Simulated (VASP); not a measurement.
Consider the following.

```yaml
crystal:
  lattice:
    - [2.86437, 0.00000, 0.00000]
    - [0.00000, 2.86437, 0.00000]
    - [0.00000, 0.00000, 2.86437]
  atoms:
    - { symbol: Al, position: [0.50000, 0.50000, 0.50000] }
    - { symbol: Ni, position: [0.00000, 0.00000, 0.00000] }
```

Calculation: PBEsol GGA, VASP's PBE PAW potentials (set 64) (plane waves; VASP 6.6.1). Run with 480 eV cut-off, 11×11×11 Γ-centred mesh, first-order Methfessel-Paxton smearing of 0.10 eV, potentials Al Ni.

Q: What does the run give for the energy per atom (σ→0), band gap (on the k-mesh) with the smallest direct gap where there is one?

A: 
```json
{
 "band gap (on the k-mesh)": "none (metal, semimetal or under 0.01 eV)",
 "energy per atom (σ→0)": "-5.790 eV/atom"
}
```

The absolute energy has meaning only against runs of the same code, potentials and settings.

The compound is NiAl in the CsCl type structure. It was relaxed first. The start is the result of an earlier pass. The run is not spin-polarised, so no magnetic state was tried. The electron count is odd and the run is not spin-polarised, which forces a metal.
